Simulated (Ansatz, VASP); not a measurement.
# Two plane-wave programs on Mn3N

File INCAR:

```
  PREC = Accurate
  ENCUT = 600
  EDIFF = 1E-6
  ISMEAR = 0
  SIGMA = 0.1
  LREAL = F
  LASPH = T
  NELM = 150
  ALGO = Normal
  ISIF = 3
  LWAVE = F
  LCHARG = F
  ISPIN = 2
  MAGMOM = 4 4 4 0
  LORBIT = 11
  LMAXMIX = 4
  GGA = PE
  IBRION = 2
  NSW = 90
  EDIFFG = -0.04
```

The input KPOINTS:

```
Automatic mesh
0
Gamma
  4 4 4
```

POSCAR

```
Mn3N
1.0
    3.9137448500      0.0000000000      0.0000000000
    0.0000000000      3.9137448500      0.0000000000
    0.0000000000      0.0000000000      3.9137448500
Mn N
3 1
Direct
    0.0000000000      0.5000000000      0.5000000000
    0.5000000000      0.0000000000      0.5000000000
    0.5000000000      0.5000000000      0.0000000000
    0.0000000000      0.0000000000      0.0000000000
```

Input for Ansatz:

```yaml
crystal:
  lattice:
    - [3.91374485, 0.0, 0.0]
    - [0.0, 3.91374485, 0.0]
    - [0.0, 0.0, 3.91374485]
  atoms:
    - { symbol: Mn, position: [0.0, 0.5, 0.5], spin: 4.0 }
    - { symbol: Mn, position: [0.5, 0.0, 0.5], spin: 4.0 }
    - { symbol: Mn, position: [0.5, 0.5, 0.0], spin: 4.0 }
    - { symbol: "N", position: [0.0, 0.0, 0.0] }
basis:
  ecutwfc: 420
kpoints:
  mp_grid: { grid: [4, 4, 4] }
hamiltonian:
  xc: pbe
scf:
  occupations: { method: gaussian, width: 0.1 }
  lower_state_search: "off"
output:
  forces: true
  stress: true
  eigenvalues: true
  populations: true
magnetization:
  spin_polarized: true
relax:
  adjacent_minimum: "off"
  f_tol: 0.04
  max_steps: 70
  cell: { stress_tol: 0.4 }
```

Change from the starting cell: species swapped into the PrDy3 type (Pm-3m, No. 221).

Alike in both runs: task relaxation of cell and atoms; functional PBE; k mesh 4 × 4 × 4; occupations gaussian, width 0.1 eV; collinear spin.

|  | VASP | Ansatz |
| --- | --- | --- |
| version | VASP 6.6.1 | Ansatz 0.2.0 |
| potentials or method | VASP PAW PBE potentials, release 64 (Mn_pv, N) | scalar-relativistic, plane waves, PAW |
| plane-wave cutoff (eV) | 600 | 420 |
| valence electrons in the cell | 44 | 50 |

Ansatz gave:

| Item | Value |
| --- | --- |
| gap on the k mesh at the Fermi level, each at its own relaxed structure (eV) | none |
| net moment per atom (μB) | 1.27 |
| size of the moment on the site where the two differ most (μB) | 1.62 |
| relaxed volume (Å³/atom) | 9.97 |
| relaxed cell length with the largest relative difference (Å) | 3.417 |
| energy change over the relaxation (meV/atom) | -461 |

**Question.** What did VASP give for the same quantities?

**Answer.** gap on the k mesh at the Fermi level, each at its own relaxed structure (eV): none; net moment per atom (μB): 1.28; size of the moment on the site where the two differ most (μB): 1.68; relaxed volume (Å³/atom): 9.98; relaxed cell length with the largest relative difference (Å): 3.417; energy change over the relaxation (meV/atom): -454.

Site moments also hang on the region over which each program counts them. A gap of «none» marks a metal or a gap that the smearing closes. The two sets of potentials don't hold the same shells in valence.

Caveats: the k mesh is coarse (spacing up to 0.40 Å⁻¹), so the values aren't converged; the volume moved by over 15 % at a fixed basis, so the end points are rough.
